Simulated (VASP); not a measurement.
**WAl (relaxed from the NiAs type structure, space group P6_3/mmc): computed properties**

Calculation: PBEsol GGA, VASP's PBE PAW potentials (set 64) (plane waves; VASP 6.6.1).

| Item | Result |
|---|---|
| space group | P6_3/mmc (194) |
| cell | a = 2.8277 Å, b = 2.8277 Å, c = 8.8362 Å, α = 90.00°, β = 90.00°, γ = 120.00° |
| volume per atom | 15.30 Å³/atom |
| band gap (over mesh and band path) | none (metal, semimetal or under 0.01 eV) |
| density | 11.44 g/cm³ |

```cif
data_Al2W2
_chemical_formula_sum 'W2 Al2'
_space_group_name_H-M_alt 'P63/mmc'
_space_group_IT_number 194
_space_group_name_Hall '-P 6c 2c'
_cell_length_a 2.82767
_cell_length_b 2.82767
_cell_length_c 8.83625
_cell_angle_alpha 90.000
_cell_angle_beta 90.000
_cell_angle_gamma 120.000
loop_
_atom_site_label
_atom_site_type_symbol
_atom_site_symmetry_multiplicity
_atom_site_Wyckoff_symbol
_atom_site_fract_x
_atom_site_fract_y
_atom_site_fract_z
_atom_site_occupancy
W1 W 2 a 0.00000 0.00000 0.00000 1
Al1 Al 2 c 0.33333 0.66667 0.25000 1
```

Unless said otherwise, spin-orbit coupling is left out, though it shifts the bands of the heavy elements here.

The structure was generated: WAl was put into the NiAs type type (P6_3/mmc), which need not be its known phase. It was relaxed first, which changed the volume by -45 %. Symmetry was kept, so distortions that lower it aren't found.
